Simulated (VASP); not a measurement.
# Ta3BeH (Pm-3m) in VASP: further runs

Runs on Ta3BeH. Level: PBE. Tasks: single point, relaxation of cell and atoms.

Program: VASP 6.6.1. These are calculated values, not measurements. Logs are shortened: lines on timing, memory, paths and dates and some standing lists are left out, and cuts for length are marked.

## 1. The cell of the first run

Symmetry: Pm-3m, No. 221, cubic system. The conventional cell has a = 4.370 Å, b = 4.370 Å, c = 4.370 Å, α = 90.00°, β = 90.00°, γ = 90.00°. Ta (site symmetry 4/mmm) is surrounded by 2 Be at 2.18 Å. Around Be (site symmetry m-3m) lie 6 Ta at 2.18 Å. H (site symmetry m-3m) has 12 Ta at 3.09 Å as nearest neighbours.

The cell was built by a generator and needn't be a form met in nature.

## 2. Single point, PBE (species swapped into the BaTiO3 type (Pm-3m, No. 221))

The input, INCAR:

```
PREC     = Accurate       # precision mode
ENCUT    = 520            # plane-wave cutoff, eV
EDIFF    = 1E-6           # SCF threshold, eV
ISMEAR   = 0              # smearing method
SIGMA    = 0.1            # smearing width, eV
LREAL    = False          # projectors in reciprocal space
LASPH    = True           # aspherical terms in the spheres
NELM     = 100            # most SCF steps
ALGO     = Normal         # electronic algorithm
ISIF     = 2              # what is computed and relaxed
LWAVE    = False          # write WAVECAR
LCHARG   = False          # write CHGCAR
GGA      = PE             # functional
NBANDS   = 26             # bands
```

The input, KPOINTS:

```
regular mesh
0
Gamma
  4 4 4
```

The input, POSCAR:

```
Ta3BeH
1.0
    4.3695792216      0.0000000000      0.0000000000
    0.0000000000      4.3695792216      0.0000000000
    0.0000000000      0.0000000000      4.3695792216
Ta Be H
3 1 1
Direct
    0.5000000000      0.5000000000      0.0000000000
    0.5000000000      0.0000000000      0.5000000000
    0.0000000000      0.5000000000      0.5000000000
    0.5000000000      0.5000000000      0.5000000000
    0.0000000000      0.0000000000      0.0000000000
```

Potentials or basis: VASP PAW PBE potentials, release 64 (Ta_pv, Be, H).

Started as:

```console
> cat potpaw_PBE.64/Ta_pv/POTCAR potpaw_PBE.64/Be/POTCAR potpaw_PBE.64/H/POTCAR > POTCAR
> mpirun -np 1 vasp_std > vasp.out
```

OUTCAR:

```text
PREC = Accurate
   ENCUT = 520
   EDIFF = 1E-6
   ISMEAR = 0
   LREAL = False
   LASPH = True
   NELM = 100
   ISIF = 2
   GGA = PE

 ion  position               nearest neighbor table
   1  0.500  0.500  0.000-   4 2.18   4 2.18   2 3.09   2 3.09   3 3.09   3 3.09   2 3.09   2 3.09
                             3 3.09   3 3.09
   2  0.500  0.000  0.500-   4 2.18   4 2.18   1 3.09   1 3.09   1 3.09   3 3.09   3 3.09   1 3.09
                             3 3.09   3 3.09
   3  0.000  0.500  0.500-   4 2.18   4 2.18   1 3.09   1 3.09   2 3.09   1 3.09   2 3.09   2 3.09
                             1 3.09   2 3.09
   4  0.500  0.500  0.500-   1 2.18   2 2.18   3 2.18   1 2.18   2 2.18   3 2.18
   5  0.000  0.000  0.000-

  LATTYP: Found a simple cubic cell.
 ALAT       =     4.3695792216

  Lattice vectors:

 A1 = (   4.3695792216,   0.0000000000,   0.0000000000)
 A2 = (   0.0000000000,   4.3695792216,   0.0000000000)
 A3 = (   0.0000000000,   0.0000000000,   4.3695792216)

Analysis of symmetry for initial positions (statically):
=====================================================================
 Subroutine PRICEL returns:
 Original cell was already a primitive cell.

 Routine SETGRP: Setting up the symmetry group for a
 simple cubic supercell.

 Subroutine GETGRP returns: Found 48 space group operations
 (whereof 48 operations were pure point group operations)
 out of a pool of 48 trial point group operations.

The static configuration has the point symmetry O_h .

Analysis of symmetry for dynamics (positions and initial velocities):
=====================================================================
 Subroutine PRICEL returns:
 Original cell was already a primitive cell.

 Routine SETGRP: Setting up the symmetry group for a
 simple cubic supercell.

 Subroutine GETGRP returns: Found 48 space group operations
 (whereof 48 operations were pure point group operations)
 out of a pool of 48 trial point group operations.

The dynamic configuration has the point symmetry O_h .

 Subroutine INISYM returns: Found 48 space group operations
 (whereof 48 operations are pure point group operations),
 and found     1 'primitive' translations

----------------------------------------------------------------------------------------

                                     Primitive cell

  volume of cell :      83.4293

  direct lattice vectors                    reciprocal lattice vectors
     4.369579222  0.000000000  0.000000000     0.228854988  0.000000000  0.000000000
     0.000000000  4.369579222  0.000000000     0.000000000  0.228854988  0.000000000
     0.000000000  0.000000000  4.369579222     0.000000000  0.000000000  0.228854988

  length of vectors
     4.369579222  4.369579222  4.369579222     0.228854988  0.228854988  0.228854988

  position of ions in fractional coordinates (direct lattice)
     0.500000000  0.500000000  0.000000000
     0.500000000  0.000000000  0.500000000
     0.000000000  0.500000000  0.500000000
     0.500000000  0.500000000  0.500000000
     0.000000000  0.000000000  0.000000000

  ion indices of the primitive-cell ions
   primitive index   ion index
                 1           1
                 2           2
                 3           3
                 4           4
                 5           5

----------------------------------------------------------------------------------------

 KPOINTS: regular mesh

Automatic generation of k-mesh.
 Grid dimensions read from file:
 generate k-points for:    4    4    4

 Generating k-lattice:

  Cartesian coordinates                     Fractional coordinates (reciprocal lattice)
     0.057213747  0.000000000  0.000000000     0.250000000  0.000000000  0.000000000
     0.000000000  0.057213747  0.000000000     0.000000000  0.250000000  0.000000000
     0.000000000  0.000000000  0.057213747     0.000000000  0.000000000  0.250000000

  Length of vectors
     0.057213747  0.057213747  0.057213747

  Shift w.r.t. Gamma in fractional coordinates (k-lattice)
     0.000000000  0.000000000  0.000000000

 Subroutine IBZKPT returns following result:
 ===========================================

 Found     10 irreducible k-points:

 Following reciprocal coordinates:
            Coordinates               Weight
  0.000000  0.000000  0.000000      1.000000
  0.250000  0.000000  0.000000      6.000000
  0.500000  0.000000  0.000000      3.000000
  0.250000  0.250000  0.000000     12.000000
  0.500000  0.250000  0.000000     12.000000
  0.500000  0.500000  0.000000      3.000000
  0.250000  0.250000  0.250000      8.000000
  0.500000  0.250000  0.250000     12.000000
  0.500000  0.500000  0.250000      6.000000
  0.500000  0.500000  0.500000      1.000000
   k-points           NKPTS =     10   k-points in BZ     NKDIM =     10   number of bands    NBANDS=     26
   number of dos      NEDOS =    301   number of ions     NIONS =      5
   total plane-waves  NPLWV =  32768
[... 73 lines left out ...]
      1     -31.0333      2.00000
      2     -31.0333      2.00000
      3     -31.0333      2.00000
      4     -30.7727      2.00000
      5     -30.7727      2.00000
      6     -30.7727      2.00000
[... 18 lines left out ...]
     25       6.7590      0.00000
     26       8.4906      0.00000

 k-point     2 :       0.2500    0.0000    0.0000
  band No.  band energies     occupation
      1     -30.9943      2.00000
      2     -30.9943      2.00000
      3     -30.9684      2.00000
      4     -30.7859      2.00000
      5     -30.7859      2.00000
      6     -30.7761      2.00000
[... 18 lines left out ...]
     25       6.7766      0.00000
     26       7.4020      0.00000

 k-point     3 :       0.5000    0.0000    0.0000
  band No.  band energies     occupation
      1     -30.9402      2.00000
      2     -30.9402      2.00000
      3     -30.8605      2.00000
      4     -30.8127      2.00000
      5     -30.8127      2.00000
      6     -30.7794      2.00000
[... 18 lines left out ...]
     25       5.8430      0.00000
     26       6.9018      0.00000

 k-point     4 :       0.2500    0.2500    0.0000
  band No.  band energies     occupation
      1     -31.0097      2.00000
      2     -30.9532      2.00000
      3     -30.8926      2.00000
      4     -30.8515      2.00000
      5     -30.7925      2.00000
      6     -30.7155      2.00000
[... 18 lines left out ...]
     25       6.6639      0.00000
     26       6.7178      0.00000

 k-point     5 :       0.5000    0.2500    0.0000
  band No.  band energies     occupation
      1     -30.9629      2.00000
      2     -30.9332      2.00000
      3     -30.8927      2.00000
      4     -30.8196      2.00000
      5     -30.8125      2.00000
      6     -30.7645      2.00000
[... 18 lines left out ...]
     25       6.4330      0.00000
     26       6.4773      0.00000

 k-point     6 :       0.5000    0.5000    0.0000
  band No.  band energies     occupation
      1     -31.0194      2.00000
      2     -30.9187      2.00000
      3     -30.8196      2.00000
      4     -30.8196      2.00000
      5     -30.8122      2.00000
      6     -30.8122      2.00000
[... 18 lines left out ...]
     25       6.1976      0.00000
     26       6.8020      0.00000

 k-point     7 :       0.2500    0.2500    0.2500
  band No.  band energies     occupation
      1     -31.0504      2.00000
      2     -30.9259      2.00000
      3     -30.9259      2.00000
      4     -30.8069      2.00000
      5     -30.7692      2.00000
      6     -30.7692      2.00000
[... 18 lines left out ...]
     25       6.1577      0.00000
     26       6.1908      0.00000

 k-point     8 :       0.5000    0.2500    0.2500
  band No.  band energies     occupation
      1     -31.0263      2.00000
      2     -30.9702      2.00000
      3     -30.9498      2.00000
      4     -30.8795      2.00000
      5     -30.7587      2.00000
      6     -30.6821      2.00000
[... 18 lines left out ...]
     25       6.3450      0.00000
     26       6.6393      0.00000

 k-point     9 :       0.5000    0.5000    0.2500
  band No.  band energies     occupation
      1     -31.0547      2.00000
      2     -31.0189      2.00000
      3     -30.9593      2.00000
      4     -30.9593      2.00000
      5     -30.6722      2.00000
      6     -30.6722      2.00000
[... 18 lines left out ...]
     25       6.7024      0.00000
     26       6.9641      0.00000

 k-point    10 :       0.5000    0.5000    0.5000
  band No.  band energies     occupation
      1     -31.1356      2.00000
      2     -31.0185      2.00000
      3     -31.0185      2.00000
      4     -31.0185      2.00000
      5     -30.6125      2.00000
      6     -30.6125      2.00000
[... 18 lines left out ...]
     25       6.6072      0.00000
     26       6.6072      0.00000

------------------------ aborting loop because EDIFF is reached ----------------------------------------

  FORCE on cell =-STRESS in cart. coord.  units (eV):
  Direction    XX          YY          ZZ          XY          YZ          ZX
  --------------------------------------------------------------------------------------
  -------------------------------------------------------------------------------------
  Total        0.1916287      0.1916287      0.1916287     -0.0000000      0.0000000     -0.0000000
  in kB        3.6800379      3.6800379      3.6800379     -0.0000000      0.0000000     -0.0000000
  external PRESSURE =       3.6800379 kB  Pullay stress =       0.0000000 kB

 VOLUME and BASIS-vectors are now :
 -----------------------------------------------------------------------------
  energy-cutoff  :      520.00
  volume of cell :       83.43
      direct lattice vectors                 reciprocal lattice vectors
     4.369579222  0.000000000  0.000000000     0.228854988  0.000000000  0.000000000
     0.000000000  4.369579222  0.000000000     0.000000000  0.228854988  0.000000000
     0.000000000  0.000000000  4.369579222     0.000000000  0.000000000  0.228854988

 POSITION                                       TOTAL-FORCE (eV/Angst)
 -----------------------------------------------------------------------------------
      2.18479      2.18479      0.00000         0.000000      0.000000      0.000000
      2.18479      0.00000      2.18479         0.000000      0.000000      0.000000
      0.00000      2.18479      2.18479         0.000000      0.000000      0.000000
      2.18479      2.18479      2.18479         0.000000      0.000000      0.000000
      0.00000      0.00000      0.00000         0.000000      0.000000      0.000000
 -----------------------------------------------------------------------------------
    total drift:                                0.000000     -0.000000     -0.000000

  FREE ENERGIE OF THE ION-ELECTRON SYSTEM (eV)
  ---------------------------------------------------
  free  energy   TOTEN  =       -35.3572537944 eV

  energy  without entropy=      -35.3194245753  energy(sigma->0) =      -35.33833918
```

Wall time 23 s (1 thread of AMD EPYC 7R43 (Zen 3), shared host); peak memory 0.15 GiB.

What came out:

| Item | Value |
| --- | --- |
| Free energy | -35.3573 eV |
| Pressure | 0.4 GPa |
| Band gap on the k mesh | none (metal or under the smearing width) |

Levels at points of the mesh, in eV from the Fermi level:
| k point | band 14 | band 15 | band 16 | band 17 | band 18 | band 19 | band 20 | band 21 |
| --- | --- | --- | --- | --- | --- | --- | --- | --- |
| (0.00, 0.00, 0.00) | -2.15 | -2.01 | -2.01 | 1.22 | 1.22 | 1.22 | 1.62 | 2.26 |
| (0.50, 0.00, 0.00) | -1.79 | -1.07 | -1.07 | -0.90 | -0.90 | -0.25 | 0.92 | 1.42 |
| (0.50, 0.50, 0.00) | -2.17 | -0.96 | -0.96 | -0.56 | 0.11 | 0.11 | 0.72 | 0.72 |
| (0.50, 0.50, 0.50) | -1.11 | 0.28 | 0.28 | 0.28 | 0.83 | 0.83 | 0.83 | 1.07 |

## 3. Relaxation of cell and atoms, PBE (species swapped into the BaTiO3 type (Pm-3m, No. 221))

The input, INCAR:

```
PREC = Accurate
ENCUT = 600
EDIFF = 1E-6
ISMEAR = 0
SIGMA = 0.1
LREAL = F
LASPH = T
NELM = 60
ALGO = Fast
ISIF = 3
LWAVE = F
LCHARG = F
GGA = PE
IBRION = 2
NSW = 90
EDIFFG = -0.04
```

The input, KPOINTS:

```
Automatic mesh
0
Gamma
  4 4 4
```

POSCAR, as its differences from that of step 2:

```diff
@@ -2,5 +2,5 @@
 1.0
-    4.3695792216      0.0000000000      0.0000000000
-    0.0000000000      4.3695792216      0.0000000000
-    0.0000000000      0.0000000000      4.3695792216
+    3.7670011200      0.0000000000      0.0000000000
+    0.0000000000      3.7670011200      0.0000000000
+    0.0000000000      0.0000000000      3.7670011200
 Ta Be H
```

Potentials or basis: VASP PAW PBE potentials, release 64 (Ta_pv, Be, H).

Started as:

```console
> cat potpaw_PBE.64/Ta_pv/POTCAR potpaw_PBE.64/Be/POTCAR potpaw_PBE.64/H/POTCAR > POTCAR
> mpirun -np 1 vasp_std > vasp.out
```

It took 3.7 min on 1 thread of AMD EPYC 7R43 (Zen 3), shared host; peak memory 0.13 GiB.

The run converged. Its results:

```
Free energy                            : -35.3460 eV
Relaxed volume                         : 16.71 Å³/atom
Relaxed cell                           : a = 4.372 Å, b = 4.372 Å, c = 4.372 Å, α = 90.00°, β = 90.00°, γ = 90.00°
Space group after relaxing (to 0.05 Å) : Pm-3m (No. 221)
Energy gained by relaxing              : 1651.2 meV/atom
Ionic steps                            : 5
Pressure after relaxing                : 0.1 GPa
Band gap on the k mesh                 : none (metal or under the smearing width)
```

Step by step:
```tsv
step	energy change (eV)	largest force (eV/Å)	pressure (GPa)	volume (Å³)
1	0.0000	0.0000	121.54	53.45
2	-0.9200	0.0000	-20.82	143.95
3	-8.2415	0.0000	-2.48	85.43
4	-8.2542	0.0000	-0.91	84.26
5	-8.2560	0.0000	0.14	83.55
```

Final structure:
```xyz
5
Lattice="4.3717 0.0000 0.0000 0.0000 4.3717 0.0000 0.0000 0.0000 4.3717" Properties=species:S:1:pos:R:3 pbc="T T T"
Ta    2.1859    2.1859    0.0000
Ta    2.1859    0.0000    2.1859
Ta    0.0000    2.1859    2.1859
Be    2.1859    2.1859    2.1859
H     0.0000    0.0000    0.0000
```

Levels at points of the mesh, in eV from the Fermi level:
| k point | band 14 | band 15 | band 16 | band 17 | band 18 | band 19 | band 20 | band 21 |
| --- | --- | --- | --- | --- | --- | --- | --- | --- |
| (0.00, 0.00, 0.00) | -2.14 | -2.01 | -2.01 | 1.21 | 1.21 | 1.21 | 1.62 | 2.25 |
| (0.50, 0.00, 0.00) | -1.78 | -1.07 | -1.07 | -0.90 | -0.90 | -0.25 | 0.92 | 1.42 |
| (0.50, 0.50, 0.00) | -2.17 | -0.96 | -0.96 | -0.56 | 0.11 | 0.11 | 0.72 | 0.72 |
| (0.50, 0.50, 0.50) | -1.12 | 0.28 | 0.28 | 0.28 | 0.83 | 0.83 | 1.07 | 1.07 |

Caveat: the k mesh is coarse (spacing up to 0.42 Å⁻¹), so the values aren't converged; the volume moved by over 15 % at a fixed basis, so the end points are rough.

## 4. Single point, PBE (species swapped into the BaTiO3 type (Pm-3m, No. 221))

The input, INCAR:

```
SYSTEM = Ta3BeH
PREC     = Accurate       ! precision mode
ENCUT    = 520            ! plane-wave cutoff, eV
EDIFF    = 1E-7           ! SCF threshold, eV
ISMEAR   = 0              ! smearing method
SIGMA    = 0.1            ! smearing width, eV
LREAL    = .False.        ! projectors in reciprocal space
LASPH    = .True.         ! aspherical terms in the spheres
NELM     = 60             ! most SCF steps
ALGO     = Fast           ! electronic algorithm
ISIF     = 2              ! what is computed and relaxed
LWAVE    = .False.        ! write WAVECAR
LCHARG   = .False.        ! write CHGCAR
GGA      = PE             ! functional
NBANDS   = 26             ! bands
```

The input, KPOINTS:

```
regular mesh
0
Gamma
  4 4 4
  0 0 0
```

POSCAR is that of step 3.

Started as:

```console
> cat potpaw_PBE.64/Ta_pv/POTCAR potpaw_PBE.64/Be/POTCAR potpaw_PBE.64/H/POTCAR > POTCAR
> mpirun -np 1 vasp_std > vasp.out
```

Run time: 27 s. Hardware: 1 thread of AMD EPYC 7R43 (Zen 3), shared host; peak memory 0.12 GiB.

Results (log left out):

```
Free energy            : -27.0888 eV
Pressure               : 121.5 GPa
Band gap on the k mesh : none (metal or under the smearing width)
```

Levels at points of the mesh, in eV from the Fermi level:
```
           k point  band 15  band 16  band 17  band 18  band 19  band 20
(0.00, 0.00, 0.00)    -3.50    -3.50     3.09     3.38     3.38     3.38
(0.50, 0.00, 0.00)    -1.75    -1.75    -0.97    -0.97    -0.60     1.43
(0.50, 0.50, 0.00)    -1.88    -1.88    -1.88     0.06     0.06     0.74
(0.50, 0.50, 0.50)     0.03     0.03     0.88     0.88     0.88     2.12
```

Caveat: the k mesh is coarse (spacing up to 0.42 Å⁻¹), so the values aren't converged; a pressure of tens of GPa on the cell as given is suspect, and the run, the potentials or the cell itself is likely at fault. The run has no spin-orbit coupling, so splittings on Ta are missing.

## 5. Overview

```tsv
task	cell	cutoff (eV)	mesh quality	gap on the mesh (eV)	pressure (GPa)
single point	species swapped into the BaTiO3 type (Pm-3m, No. 221)	520	not flagged	none	0.4
relaxation of cell and atoms	relaxed from: species swapped into the BaTiO3 type (Pm-3m, No. 221)	600	coarse	none	0.1
single point	species swapped into the BaTiO3 type (Pm-3m, No. 221)	520	coarse	none	121.5
```

Alike in all rows: level PBE; potentials or basis VASP PAW PBE potentials, release 64 (Ta_pv, Be, H); no spin polarisation; k mesh 4 × 4 × 4; smearing gaussian 0.1 eV.

Caveats: some runs use coarse meshes; the volume moved by over 15 % at a fixed basis, so the end points are rough (some runs); a pressure of tens of GPa on the cell as given is suspect, and the run, the potentials or the cell itself is likely at fault (some runs).

Absolute energies hang on the potentials; compare differences alone.
